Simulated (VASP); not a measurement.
Consider the following.

```
PtTe
1.0
    0.00000     3.01316     3.01316
    3.01316     0.00000     3.01316
    3.01316     3.01316     0.00000
Pt Te
1 1
Direct
  0.00000   0.00000   0.00000
  0.25000   0.25000   0.25000
```

All values below come from PBE GGA, VASP's PBE PAW potentials (set 64) (plane waves; VASP). Run with 400 eV cut-off, 12×12×12 Γ-centred mesh, tetrahedra with Blöchl corrections, potentials Pt Te.

Unless said otherwise, spin-orbit coupling is left out, though it shifts the bands of the heavy elements here.

Q: Tabulate the total density of states (states/eV per cell) against energy (eV; zero at the valence-band maximum or, without a gap, the Fermi level).

A: 
```
E (eV) | DOS (states/eV)
    -9.98 |  0.00
    -9.62 |  0.00
    -9.26 |  0.00
    -8.90 |  0.00
    -8.66 |  0.00
    -8.30 |  0.00
    -7.94 |  0.00
    -7.58 |  0.00
    -7.22 |  0.00
    -6.86 |  0.00
    -6.50 |  0.00
    -6.14 |  0.00
    -5.90 | ## 0.57
    -5.54 | ######## 3.00
    -5.18 | ## 0.60
    -4.82 | ######## 3.08
    -4.46 | ############ 4.54
    -4.10 | ####### 2.47
    -3.74 |  0.00
    -3.38 |  0.00
    -3.14 | # 0.27
    -2.78 | ############################## 10.9
    -2.42 | ### 1.01
    -2.06 | ###### 2.14
    -1.70 | ### 1.10
    -1.34 | #### 1.57
    -0.98 | #### 1.39
    -0.62 | ##### 1.67
    -0.38 | ##### 1.78
    -0.02 | ##### 1.65
     0.34 | #### 1.51
     0.70 | #### 1.40
     1.06 | ## 0.82
     1.42 | ## 0.55
     1.78 | # 0.36
     2.14 | # 0.19
     2.38 |  0.11
     2.74 |  0.04
     3.10 | # 0.35
     3.46 | # 0.55
```
Within 2 eV below the Fermi level the largest weight inside VASP's projection spheres is Pt d, then Te p.

The structure was generated: PtTe was put into the zinc blende type (F-43m), which need not be its known phase. It was relaxed first, which changed the volume by -14 %.
